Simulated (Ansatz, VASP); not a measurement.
## Cross-check of ZrB2 between VASP and Ansatz

Aim: how closely do two programs agree when they are given the same cell, functional and k mesh? Of the first pair: The structure shown is the end of the Ansatz relaxation below.

Method: plane waves, with VASP 6.6.1 beside it; single point at PBEsol and zone-centre phonons at PBEsol, in Ansatz 0.2.0.

## Step 1: The starting structure

The structure is hexagonal, space group P6/mmm (No. 191). The conventional cell has a = 3.212 Å, b = 3.212 Å, c = 3.585 Å, α = 90.00°, β = 90.00°, γ = 120.00°. Nearest to B lie 3 B at 1.85 Å and 6 Zr at 2.58 Å. Zr has 12 B at 2.58 Å nearest. Farther neighbours are not listed.

## Step 2: Ansatz: relaxation, PBEsol

Ansatz runs on its PAW soft_1 files.

This run makes the geometry at which the two programs are then compared.

Input file input.yaml:

```yaml
crystal:
  lattice:
    - [3.2139252294, 0.0, 0.0]
    - [-1.6069626147, 2.7833408946, 0.0]
    - [0.0, 0.0, 3.5822091272]
  atoms:
    - { symbol: B, position: [0.3333333333, 0.6666666667, 0.5] }
    - { symbol: B, position: [0.6666666667, 0.3333333333, 0.5] }
    - { symbol: Zr, position: [0.0, 0.0, 0.0] }
kpoints:
  mp_grid: { grid: [15, 15, 12] }
hamiltonian:
  xc: pbesol
  pseudopotentials: { kind: paw, azcp: { folder: soft_1 }, xc_functional: pbe }
scf:
  occupations: { method: methfessel_paxton, width: 0.2 }
output:
  forces: true
  stress: true
  eigenvalues: true
relax:
  adjacent_minimum: "off"
  f_tol: 0.001
  max_steps: 60
  cell: { stress_tol: 0.01, fix: [volume] }
```

Launch:

```sh
$ ansatz run input.yaml --threads 4 --pin off --max-ram 10240MiB --backend cpu --events-out ev --progress --plain --runs-dir out
```

Numbers of over 12 decimals in the logs are rounded to 6 here.

Output:

```text
Engine: ansatz 0.2.0, x86_64-unknown-linux-gnu
Pseudopotentials: kind: paw
Pseudopotential: B, paw, valence charge 3, recommended cutoff 420 eV (normal), soft_1/B.paw.azcp
Pseudopotential: Zr, paw, valence charge 12, recommended cutoff 420 eV (normal), soft_1/Zr.paw.azcp
Functional definition: PBEsol
  exchange = pbesol_x
  correlation = pbesol_c
Crystal: 3 atoms, lattice volume = 32.044 Å³
Basis set: ecut = 420 eV, 635 PW (Γ), exchange–correlation on 48×48×48 points (8 copies of the dense FFT grid, shifted against one another)
Bands: 13, of which v1, the nominal top of the filled ones, is band 9 counted from 1 (8 counted from 0)
Symmetry: 24 space group operations
Space group: P6/mmm (ITA 191), of the structure as read, at distance tolerance 3.2e-5 Å
k-points: 189 of 2700
Non-local potential: B, projectors of the file, l = 0: 2, l = 1: 2, l = 2: 1
Non-local potential: Zr, projectors of the file, l = 0: 3, l = 1: 2, l = 2: 2, l = 3: 1
PAW form: soft (Blöchl's): semilocal exchange-correlation on the pseudo side does not see the compensation charge
PAW frozen core: B, regenerated for the run's functional, and the local potential with it (the file was generated under x = pbe(κ = 0.804, μ = 0.219515), c = pbe(β = 0.066725))
PAW frozen core: Zr, regenerated for the run's functional, and the local potential with it (the file was generated under x = pbe(κ = 0.804, μ = 0.219515), c = pbe(β = 0.066725))
PAW one-centre angular grid: B, 110 points (default); XC on 64 Gauss nodes
PAW one-centre angular grid: Zr, 590 points (default); XC on 64 Gauss nodes
Initial density: superposition of atomic densities (chi_scale 0.1, normalization cell, long waves kept (reshape's long-wave potential 0.00 eV rms))
Initial wavefunctions: pseudopotential atomic-orbital guess
Functional: x = pbesol(κ = 0.804, μ = 0.123457), c = pbesol(β = 0.046)
SCF iter   1: F=—  HF=-4437.602238 eV  |F-HF|=—  |Δ(HF+E_count)|=         —  Δρ=5.00e-2  dr2=1.51e0  ethr=3.10e-3  ⟨swp⟩=4.9  Hψ=11811  notcnv=0
preconditioner: auto → none  [metal: Δε(μ)=0.037 eV  Ē_g=9.153 eV  σ=0.200 eV  W_gap=0.15  n_scr=8 (ndim 8)  ℏωp=20.7 eV  f_vac=0.000  D(μ)=0.25/eV (n_scr^D=0)  sad-step TF]
SCF iter   2: F=—  HF=-4437.260139 eV  |F-HF|=—  |Δ(HF+E_count)|=   3.42e-1  S|Δr|=    0.00e0  Δρ=2.51e-2  dr2=3.35e-1  ethr=3.10e-3  ⟨swp⟩=2.0  Hψ=4739  notcnv=0
SCF iter   3: F=—  HF=-4437.165496 eV  |F-HF|=—  |Δ(HF+E_count)|=   9.46e-2  S|Δr|=    0.00e0  Δρ=2.36e-3  dr2=1.63e-3  ethr=1.86e-3  ⟨swp⟩=2.1  Hψ=4188  notcnv=0
SCF iter   4: F=—  HF=-4437.165712 eV  |F-HF|=—  |Δ(HF+E_count)|=   2.16e-4  S|Δr|=    0.00e0  Δρ=4.20e-4  dr2=5.74e-5  ethr=9.07e-6  ⟨swp⟩=2.2  Hψ=5215  notcnv=0
SCF iter   5: F=—  HF=-4437.165719 eV  |F-HF|=—  |Δ(HF+E_count)|=   6.84e-6  S|Δr|=    0.00e0  Δρ=5.67e-5  dr2=7.99e-7  ethr=3.19e-7  ⟨swp⟩=2.0  Hψ=3517  notcnv=0
SCF iter   6: F=-4437.165719 eV  HF=-4437.165719 eV  |F-HF|=7.99e-9  |Δ(HF+E_count)|=   2.21e-7  S|Δr|=    0.00e0  Δρ=9.39e-6  dr2=1.85e-8  ethr=5.56e-10  ⟨swp⟩=5.5  Hψ=11653  notcnv=0
SCF 1 converged in 6 iterations: F = -4437.165719 eV  dr2 = 1.85e-8
  greatest PAW one-centre occupation: 0.996 electrons in one spin orbital (limit 2), on the Zr atom at site 2 (counted from 0), in its partial waves of l = 0
relax step   1: F+E_penalty+E_count = -4437.16571929 eV  Δ(F+E_penalty+E_count) = +0.000e0 eV  max|allowed force component| = 1.974e-16 eV/Å  Δτ_max = 0.0000 Å  P = -12.995 GPa  Ω = 32.044 Å³  fix = [volume]  reactions: volume -12.995 GPa  (6 SCF iters, dr2 threshold 1.00e-7 eV, accepted)
[...]
relax step   2: F+E_penalty+E_count = -4437.16574982 eV  Δ(F+E_penalty+E_count) = -3.053e-5 eV  max|allowed force component| = 3.701e-16 eV/Å  Δτ_max = 0.0000 Å  P = -12.965 GPa  Ω = 32.044 Å³  energy of the carried Pulay correction = -4.765e-7 eV  fix = [volume]  reactions: volume -12.965 GPa  (3 SCF iters, dr2 threshold 2.01e-7 eV, accepted)
[...]
relax step   3: F+E_penalty+E_count = -4437.16575770 eV  Δ(F+E_penalty+E_count) = -7.882e-6 eV  max|allowed force component| = 1.110e-16 eV/Å  Δτ_max = 0.0000 Å  P = -12.974 GPa  Ω = 32.044 Å³  energy of the carried Pulay correction = -3.296e-7 eV  fix = [volume]  reactions: volume -12.974 GPa  (3 SCF iters, dr2 threshold 4.01e-8 eV, accepted)
[...]
relax step   4: F+E_penalty+E_count = -4437.16575735 eV  Δ(F+E_penalty+E_count) = +3.529e-7 eV  max|allowed force component| = 1.634e-16 eV/Å  Δτ_max = 0.0000 Å  P = -12.974 GPa  Ω = 32.044 Å³  fix = [volume]  reactions: volume -12.974 GPa  stress off target by 5.93e-4 GPa on what of the cell is left free  SCF on the basis re-selected at this cell (its energy is not comparable with the rows above)  (5 SCF iters)
basis re-selected at this cell: Δ(F+E_penalty+E_count) = +3.529e-7 eV, ΔP = +0.000 GPa vs the last step (what re-selecting the basis moved, of the pressure what is left beyond the Pulay correction that the steps carried, after the strain that the cell walked since its last selection, with what the two solves' SCF thresholds leave and, on support functions, any second-order correction that the steps lacked; it is no m [...]
SCF converged after 5 iterations
Stability not checked: this state was not tested for a lower state beside it, because cold or Methfessel-Paxton smearing, or corrected tetrahedra, fill the levels in a way that the test cannot read (fill_not_monotonic; see scf.lower_state_search)
Free energy (F): -4437.165757 eV
Harris-Foulkes:  -4437.165757 eV  (|F-HF|=9.09e-13)
Internal energy: -4437.166315 eV  (E = F + TS)
E sigma→0 (E₀):  -4437.165897 eV
Entropy (-TS):   0.000557 eV (0.186 meV/atom)
Fermi energy:    14.976517 eV
--- Per-component energies (eV) ---
  E_band       = -38.912466
  E_kinetic    = 414.225859
  E_local      = -550.222308  (includes V_loc(G=0)·N_el)
  E_nonlocal   = 90.720915
  E_hartree    = 184.001820
  E_xc         = -220.246200
  E_vxc        = -261.271031  (∫ρ·V_xc dr)
  E_paw        = -3059.662679  (= ΣΔE_a)
  E_vpaw       = -100.369517  (= ΣTr[D̂ρ^β])
  E_aug_tail   = -0.000012  (compensation charges beyond the density's cutoff)
  E_ewald      = -1296.178852
  E_core_change = 0.195143  (= ΣΔE_core)
  E_smearing   = 0.000557  (= −TS)
  E_closure    = 0.000000  (closes the sum)
  Σ components = -4437.165757   (vs F -4437.165757, Δ=0.00e0)
--- Forces (eV/Å), atoms counted from 1 ---
  atom   1  B      0.00000000     0.00000000    -0.00000000
  atom   2  B     -0.00000000    -0.00000000     0.00000000
  atom   3  Zr     0.00000000    -0.00000000     0.00000000
  max |Σ_I F_I| component: 1.02e-16 eV/Å
--- Stress (GPa, compression-positive) ---
      -12.974260      -0.000000      -0.000000
       -0.000000     -12.974260      -0.000000
       -0.000000      -0.000000     -12.973370
  P = ⅓ Tr σ = -12.9740 GPa (-129.740 kbar)
--- Band table (eV; the first three rows and the last of 189) ---
  k-point 0: bands = [... 5 lower, 12.4596, 12.4596, 12.4596, 12.6459, 18.1980, 18.1980, 18.9679, 18.9679]
  k-point 1: bands = [... 5 lower, 11.6682, 12.5229, 12.5229, 13.3997, 17.6950, 17.6950, 18.7656, 18.7656]
  k-point 2: bands = [... 5 lower, 10.7605, 12.7104, 12.7104, 14.2191, 16.9081, 16.9081, 18.2278, 18.2278]
  k-point 188: bands = [... 5 lower, 6.4522, 10.1265, 12.3378, 12.3378, 18.8321, 20.6619, 20.6619, 21.2520]
--- Relaxed structure (3 steps of the walk, 3 accepted, 1 SCFs on fresh bases) ---
  F+E_penalty+E_count = -4437.16575735 eV   max|allowed force component| = 1.634e-16 eV/Å   (the final SCF, on the basis selected at the relaxed cell)
  cell:  # Å, volume = 32.0445 Å³
    - [3.212460, 0, 0]
    - [-1.606230, 2.782072, 0]
    - [0, 0, 3.585477]
  atoms:
    - { symbol: B, position: [0.333333, 0.666667, 0.5] }
    - { symbol: B, position: [0.666667, 0.333333, 0.5] }
    - { symbol: Zr, position: [0, 0, 0] }
```

## Step 3: VASP: single point, PBEsol

The same cell, functional, mesh and smearing now go to VASP, with its own data sets.

Lines of VASP's logs that name or quote its potential files are left out, and so is its time.

Input file INCAR:

```
SYSTEM = ZrB2
PREC = Accurate
ENCUT = 500
EDIFF = 1E-06
NELM = 120
ISMEAR = 1
SIGMA = 0.2
LREAL = .FALSE.
ALGO = Normal
GGA = PS
NBANDS = 15
LASPH = .TRUE.
LORBIT = 11
LWAVE = .FALSE.
LCHARG = .FALSE.
ISIF = 2
GGA_COMPAT = .FALSE.
KPAR = 2
```

Input file POSCAR:

```
ZrB2
1.0
    3.2124601856      0.0000000000      0.0000000000
   -1.6062300928      2.7820721294      0.0000000000
    0.0000000000      0.0000000000      3.5854772082
B Zr
2 1
Direct
    0.3333333333      0.6666666667      0.5000000000
    0.6666666667      0.3333333333      0.5000000000
    0.0000000000      0.0000000000      0.0000000000
```

Input file KPOINTS:

```
Automatic mesh
0
Gamma
15 15 12
0 0 0
```

The projector-augmented-wave data sets are B and Zr_sv (PBE family, release 64).

Launch:

```sh
$ mpirun -np 2 vasp_std
```

Output:

```text
[banner, memory and clock lines left out]
running    2 mpi-ranks, on    1 nodes
 distrk:  each k-point on    1 cores,    2 groups
 distr:  one band on    1 cores,    1 groups

 POSCAR found type information on POSCAR B Zr
 POSCAR found :  2 types and       3 ions
|                                                                             |
|               ----> ADVICE to this user running VASP <----                  |
|                                                                             |
|     You enforced a specific xc type in the INCAR file but a different       |
|     [... a line on the potential file left out ...]
|     I HOPE YOU KNOW WHAT YOU ARE DOING!                                     |
|                                                                             |

 LDA part: xc-table for (Slater+PW92), standard interpolation
 POSCAR, INCAR and KPOINTS ok, starting setup
 FFT: planning ... GRIDC
 FFT: planning ... GRID_SOFT
 FFT: planning ... GRID
 WAVECAR not read
 entering main loop
       N       E                     dE             d eps       ncg     rms          rms(c)
DAV:   1     0.100420703554E+03    0.10042E+03   -0.95031E+03  5670   0.116E+03
DAV:   2    -0.244784396966E+02   -0.12490E+03   -0.11989E+03  7182   0.295E+02
DAV:   3    -0.287572086030E+02   -0.42788E+01   -0.42582E+01  9197   0.475E+01
DAV:   4    -0.288323595357E+02   -0.75151E-01   -0.75137E-01  6567   0.579E+00
DAV:   5    -0.288342950728E+02   -0.19355E-02   -0.19355E-02  8786   0.637E-01    0.203E+01
DAV:   6    -0.263762528817E+02    0.24580E+01   -0.59492E+00  7111   0.164E+01    0.823E+00
DAV:   7    -0.263344202085E+02    0.41833E-01   -0.65246E-01  8247   0.504E+00    0.299E+00
DAV:   8    -0.263327441102E+02    0.16761E-02   -0.87475E-02  6796   0.244E+00    0.490E-01
DAV:   9    -0.263294175330E+02    0.33266E-02   -0.19016E-02  7214   0.102E+00    0.191E-01
DAV:  10    -0.263291288366E+02    0.28870E-03   -0.14741E-03  6819   0.358E-01    0.348E-02
DAV:  11    -0.263291381879E+02   -0.93513E-05   -0.59022E-05  7868   0.735E-02    0.101E-02
DAV:  12    -0.263291366268E+02    0.15611E-05   -0.23605E-06  6336   0.110E-02    0.496E-03
DAV:  13    -0.263291364554E+02    0.17143E-06   -0.41498E-07  3395   0.548E-03
   1 F= -.26329136E+02 E0= -.26329322E+02  d E =0.556287E-03
```

From OUTCAR (step 3):

```text
ion  position               nearest neighbor table
   1  0.333  0.667  0.500-   2 1.85   2 1.85   2 1.85   3 2.58   3 2.58   3 2.58   3 2.58   3 2.58
                             3 2.58
   2  0.667  0.333  0.500-   1 1.85   1 1.85   1 1.85   3 2.58   3 2.58   3 2.58   3 2.58   3 2.58
                             3 2.58
   3  0.000  0.000  0.000-   1 2.58   2 2.58   1 2.58   2 2.58   2 2.58   2 2.58   1 2.58   1 2.58
                             2 2.58   2 2.58   1 2.58   1 2.58

  LATTYP: Found a hexagonal cell.
 ALAT       =     3.2124601856
 C/A-ratio  =     1.1161156874

 Subroutine GETGRP returns: Found 24 space group operations
 (whereof 24 operations were pure point group operations)

The static configuration has the point symmetry D_6h.

 Found    189 irreducible k-points:

   k-points           NKPTS =    189   k-points in BZ     NKDIM =    189   number of bands    NBANDS=     15

   dimension x,y,z NGX =    24 NGY =   24 NGZ =   28
   dimension x,y,z NGXF=    48 NGYF=   48 NGZF=   56

   ENCUT  =  500.0 eV  36.75 Ry    6.06 a.u.   5.86  5.86  6.54*2*pi/ulx,y,z

   NELECT =      18.0000    total number of electrons

 k-points in reciprocal lattice and weights: Automatic mesh
   0.00000000  0.00000000  0.00000000       0.000
   0.06666667  0.00000000  0.00000000       0.002
   0.13333333  0.00000000  0.00000000       0.002
   0.20000000  0.00000000  0.00000000       0.002
   0.26666667  0.00000000  0.00000000       0.002
   0.33333333  0.00000000  0.00000000       0.002
   0.40000000  0.00000000  0.00000000       0.002
   0.46666667  0.00000000  0.00000000       0.002
   0.06666667  0.06666667  0.00000000       0.002
[...]
0.33333333  0.26666667  0.50000000       0.004
   0.33333333  0.33333333  0.50000000       0.001

 average (electrostatic) potential at core
       1 -22.6767       2 -22.6767       3 -73.2399

 E-fermi :   9.9602

 k-point     1 :       0.0000    0.0000    0.0000
  band No.  band energies     occupation
    ...
      5      -2.5293      2.00000
      6       7.4429      2.00000
      7       7.4443      2.00000
      8       7.4443      2.00000
      9       7.6274      2.00000
     10      13.1852     -0.00000
     11      13.1852     -0.00000
     12      13.9573     -0.00000
     13      13.9573     -0.00000
     14      14.6315      0.00000
    ...

 k-point     2 :       0.0667    0.0000    0.0000
  band No.  band energies     occupation
    ...
      5      -2.4433      2.00000
      6       7.1776      2.00000
      7       7.4447      2.00000
      8       7.5268      2.00000
      9       7.5350      2.00000
     10      13.1322     -0.00000
     11      13.3260     -0.00000
     12      13.4090     -0.00000
     13      13.6000     -0.00000
     14      15.0106      0.00000
    ...

 k-point     3 :       0.1333    0.0000    0.0000
  band No.  band energies     occupation
    ...
      5      -2.1913      2.00000
      6       6.5023      2.00000
      7       7.2986      2.00000
      8       7.4322      2.00000
      9       7.7415      2.00000
     10      12.6138     -0.00000
     11      12.9874     -0.00000
     12      13.2360     -0.00000
     13      13.6293     -0.00000
     14      15.6798      0.00000
    ...

  Total       -2.5415060     -2.5415060     -2.5484741      0.0000000     -0.0000000      0.0000000
  in kB     -127.0716356   -127.0716356   -127.4200289      0.0000000     -0.0000000      0.0000000
  external PRESSURE =    -127.1877667 kB  Pullay stress =       0.0000000 kB

  energy-cutoff  :      500.00
  volume of cell :       32.04
      direct lattice vectors                 reciprocal lattice vectors
     3.212460186  0.000000000  0.000000000     0.311287905  0.179722156  0.000000000
    -1.606230093  2.782072129  0.000000000     0.000000000  0.359444311  0.000000000
     0.000000000  0.000000000  3.585477208     0.000000000  0.000000000  0.278902902

 POSITION                                       TOTAL-FORCE (eV/Angst)
 -----------------------------------------------------------------------------------
     -0.00000      1.85471      1.79274         0.000000     -0.000000      0.000000
      1.60623      0.92736      1.79274        -0.000000      0.000000      0.000000
      0.00000      0.00000      0.00000        -0.000000      0.000000      0.000000
 -----------------------------------------------------------------------------------
    total drift:                               -0.000000      0.000000      0.000000

  FREE ENERGIE OF THE ION-ELECTRON SYSTEM (eV)
  ---------------------------------------------------
  free  energy   TOTEN  =       -26.3291364554 eV

  energy  without entropy=      -26.3296927427  energy(sigma->0) =      -26.32932188

 total charge
# of ion       s       p       d       tot
------------------------------------------
    1        0.651   1.197   0.000   1.848
    2        0.651   1.197   0.000   1.848
    3        2.163   6.017   1.730   9.910
--------------------------------------------------
tot          3.465   8.410   1.730  13.606

[... 3 further parts left out ...]
```

The run ends at a pressure of -12.72 GPa.

## Step 4: Comparison

Known differences besides the potentials themselves: the cutoff is 420 eV in Ansatz and 500 eV in VASP; Ansatz makes its cores anew for this functional, VASP keeps those of its PBE data sets; Ansatz's pressure holds a Pulay correction, VASP's none. Total energies have different zeros and are not compared.

Compared:

```
      quantity  Ansatz    VASP  difference
pressure (GPa)  -12.97  -12.72       -0.26
```

[end of part 1 of 2]

[Lines on the potential files, build, host, timing and source positions are cut from VASP's logs without a mark.]

[Logs are printed without paths, hosts, clocks, repeated set-up lines and the standing remarks that a program may print on its own settings, such as how far it seeks lower states.]

[Hosts, paths, dates, database ids (printed as entryN), source tags and the programs' standing remarks are cut or masked in the printed files.]
